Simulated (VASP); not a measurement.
Calculation: PBEsol GGA, VASP's PBE PAW potentials (set 64) (plane waves; VASP).

The input files of a VASP run:

**INCAR**
```
# general
SYSTEM   =  GeRh
PREC     =  Accurate
ENCUT    =  400
LREAL    =  .False.
LASPH    =  .True.

# electronic loop
EDIFF    =  1E-6   # SCF stop (eV)
NELM     =  100   # most electronic steps
ALGO     =  Normal
LMAXMIX  =  4

# smearing
ISMEAR   =  1
SIGMA    =  0.1   # width (eV)

# functional
GGA      =  PS   # PBEsol

# ions
IBRION   =  2   # conjugate gradients
NSW      =  60   # most ionic steps
ISIF     =  3   # ions, shape and volume
EDIFFG   =  -0.02   # ionic stop

# output
LWAVE    =  .False.
LCHARG   =  .False.
```

### POSCAR
```
GeRh
1.0
  5.6697005442   0.0000000000   0.0000000000
  0.0000000000   3.2178165722   0.0000000000
  0.0000000000   0.0000000000   6.4720700718
Rh Ge
4 4
Cartesian
  5.6410931318   2.4133624291   1.3041313389
  0.0286074124   0.8044541430   5.1679387329
  2.8634576845   0.8044541430   4.5401663748
  2.8062428597   2.4133624291   1.9319036970
  4.5897602072   2.4133624291   3.6285123126
  1.0799403370   0.8044541430   2.8435577592
  3.9147906091   0.8044541430   0.3924772767
  1.7549099351   2.4133624291   6.0795927951
```

KPOINTS:
```
Automatic mesh
0
Gamma
5 9 5
0 0 0
```

POTCAR, in this order: Rh_pv Ge_d (PBE.64 set). Program: vasp_std.

What VASP printed:

### OSZICAR
```
       N       E                     dE             d eps       ncg     rms          rms(c)
DAV:   1     0.156818301344E+04    0.15682E+04   -0.48899E+04  8619   0.384E+03
DAV:   2     0.199523228915E+03   -0.13687E+04   -0.13281E+04  6210   0.101E+03
DAV:   3    -0.412416216834E+02   -0.24076E+03   -0.23130E+03  6371   0.254E+02
DAV:   4    -0.585198474810E+02   -0.17278E+02   -0.16867E+02  7298   0.738E+01
DAV:   5    -0.590005977459E+02   -0.48075E+00   -0.47924E+00  6923   0.135E+01    0.220E+01
DAV:   6    -0.574810487415E+02    0.15195E+01   -0.10606E+01  6972   0.169E+01    0.679E+00
DAV:   7    -0.570705729619E+02    0.41048E+00   -0.21500E+00  7012   0.105E+01    0.577E+00
DAV:   8    -0.569488276321E+02    0.12175E+00   -0.38424E-01  6833   0.328E+00    0.750E-01
DAV:   9    -0.569468220382E+02    0.20056E-02   -0.26748E-02  8098   0.133E+00    0.342E-01
DAV:  10    -0.569463990080E+02    0.42303E-03   -0.39361E-03  7374   0.497E-01    0.108E-01
DAV:  11    -0.569463159723E+02    0.83036E-04   -0.49844E-04  6955   0.142E-01    0.282E-02
DAV:  12    -0.569463207883E+02   -0.48160E-05   -0.45127E-05  7670   0.543E-02    0.699E-03
DAV:  13    -0.569463194824E+02    0.13059E-05   -0.40451E-06  5312   0.121E-02    0.395E-03
DAV:  14    -0.569463192615E+02    0.22093E-06   -0.58446E-07  3575   0.688E-03
   1 F= -.56946319E+02 E0= -.56946432E+02  d E =-.569463E+02
       N       E                     dE             d eps       ncg     rms          rms(c)
DAV:   1    -0.570025122316E+02   -0.56193E-01   -0.10128E+00  8274   0.776E+00    0.183E+00
DAV:   2    -0.569595493735E+02    0.42963E-01   -0.26965E-01  6360   0.311E+00    0.719E-01
DAV:   3    -0.569482822583E+02    0.11267E-01   -0.29072E-02  6835   0.131E+00    0.287E-01
DAV:   4    -0.569462918479E+02    0.19904E-02   -0.65851E-03  7645   0.552E-01    0.955E-02
DAV:   5    -0.569462125310E+02    0.79317E-04   -0.73498E-04  7348   0.246E-01    0.662E-02
DAV:   6    -0.569461961899E+02    0.16341E-04   -0.13283E-04  6493   0.805E-02    0.209E-02
DAV:   7    -0.569461922437E+02    0.39462E-05   -0.15035E-05  7331   0.308E-02    0.519E-03
DAV:   8    -0.569461924605E+02   -0.21676E-06   -0.11142E-06  4206   0.564E-03
   2 F= -.56946192E+02 E0= -.56946340E+02  d E =0.126801E-03
       N       E                     dE             d eps       ncg     rms          rms(c)
DAV:   1    -0.569634138654E+02   -0.17222E-01   -0.29861E-01  8285   0.427E+00    0.981E-01
DAV:   2    -0.569510597338E+02    0.12354E-01   -0.81427E-02  6360   0.170E+00    0.399E-01
DAV:   3    -0.569474862037E+02    0.35735E-02   -0.89627E-03  6790   0.719E-01    0.157E-01
DAV:   4    -0.569468896598E+02    0.59654E-03   -0.20775E-03  7651   0.313E-01    0.504E-02
DAV:   5    -0.569468591733E+02    0.30487E-04   -0.20677E-04  7381   0.123E-01    0.381E-02
DAV:   6    -0.569468425146E+02    0.16659E-04   -0.41020E-05  6565   0.483E-02    0.143E-02
DAV:   7    -0.569468380727E+02    0.44419E-05   -0.84745E-06  7247   0.244E-02    0.269E-03
DAV:   8    -0.569468380533E+02    0.19423E-07   -0.75258E-07  3581   0.445E-03
   3 F= -.56946838E+02 E0= -.56946966E+02  d E =-.518792E-03
       N       E                     dE             d eps       ncg     rms          rms(c)
DAV:   1    -0.569478808091E+02   -0.10427E-02   -0.18993E-01  7755   0.228E+00    0.217E-01
DAV:   2    -0.569475801707E+02    0.30064E-03   -0.70927E-03  6581   0.574E-01    0.102E-01
DAV:   3    -0.569473924592E+02    0.18771E-03   -0.60693E-04  7845   0.190E-01    0.515E-02
DAV:   4    -0.569473336256E+02    0.58834E-04   -0.20912E-04  7928   0.118E-01    0.126E-02
DAV:   5    -0.569473317524E+02    0.18731E-05   -0.29934E-05  7233   0.516E-02    0.862E-03
DAV:   6    -0.569473298704E+02    0.18821E-05   -0.29777E-06  5140   0.162E-02    0.198E-03
DAV:   7    -0.569473296923E+02    0.17809E-06   -0.70067E-07  3375   0.724E-03
   4 F= -.56947330E+02 E0= -.56947503E+02  d E =-.491639E-03
```

OUTCAR:
```
------------------------ aborting loop because EDIFF is reached ----------------------------------------
  FORCE on cell =-STRESS in cart. coord.  units (eV):
  Direction    XX          YY          ZZ          XY          YZ          ZX
  --------------------------------------------------------------------------------------
  Total        0.0959355      0.0129149      0.0759403      0.0000000      0.0000000      0.0000000
  in kB        1.3040544      0.1755524      1.0322587      0.0000000      0.0000000      0.0000000
  external PRESSURE =       0.8372885 kB  Pullay stress =       0.0000000 kB
  volume of cell :      117.87
      direct lattice vectors                 reciprocal lattice vectors
     5.668100732  0.000000000  0.000000000     0.176425940 -0.000000000  0.000000000
     0.000000000  3.214683655  0.000000000    -0.000000000  0.311072599  0.000000000
     0.000000000  0.000000000  6.468719697     0.000000000  0.000000000  0.154590096
 POSITION                                       TOTAL-FORCE (eV/Angst)
 -----------------------------------------------------------------------------------
      5.64019      2.41101      1.30362         0.007458      0.000000      0.017889
      0.02791      0.80367      5.16510        -0.007458     -0.000000     -0.017889
      2.86196      0.80367      4.53798        -0.007458     -0.000000      0.017889
      2.80614      2.41101      1.93074         0.007458      0.000000     -0.017889
      4.58385      2.41101      3.62667        -0.013984     -0.000000     -0.001792
      1.08425      0.80367      2.84205         0.013984      0.000000      0.001792
      3.91830      0.80367      0.39231         0.013984      0.000000     -0.001792
      1.74980      2.41101      6.07641        -0.013984     -0.000000      0.001792
 -----------------------------------------------------------------------------------
    total drift:                                0.000000     -0.000000      0.000000
  FREE ENERGIE OF THE ION-ELECTRON SYSTEM (eV)
  ---------------------------------------------------
  free  energy   TOTEN  =       -56.9473296923 eV

  energy  without entropy=      -56.9478494685  energy(sigma->0) =      -56.94750295

 reached required accuracy - stopping structural energy minimisation
```
(Selected blocks of OUTCAR.)

File CONTCAR:
```
GeRh
   1.00000000000000
     5.6681007320292451    0.0000000000000000    0.0000000000000000
     0.0000000000000000    3.2146836551209907    0.0000000000000000
     0.0000000000000000    0.0000000000000000    6.4687196966054037
  Rh              Ge
     4     4
Direct
     0.9950757257466618    0.7500000000000000    0.2015269528581387
     0.0049242742533382    0.2500000000000000    0.7984730471418613
     0.5049242742533382    0.2500000000000000    0.7015269528581387
     0.4950757257466618    0.7500000000000000    0.2984730471418613
     0.8087108791600226    0.7500000000000000    0.5606471403649900
     0.1912891208399773    0.2500000000000000    0.4393528596350099
     0.6912891208399774    0.2500000000000000    0.0606471403649901
     0.3087108791600227    0.7500000000000000    0.9393528596350100
```

The structure comes from a measured GeRh entry (Pnma) of the Crystallography Open Database, whose conditions weren't checked. This run relaxes it. Symmetry was kept, so distortions that lower it aren't found. The start is the result of an earlier pass.
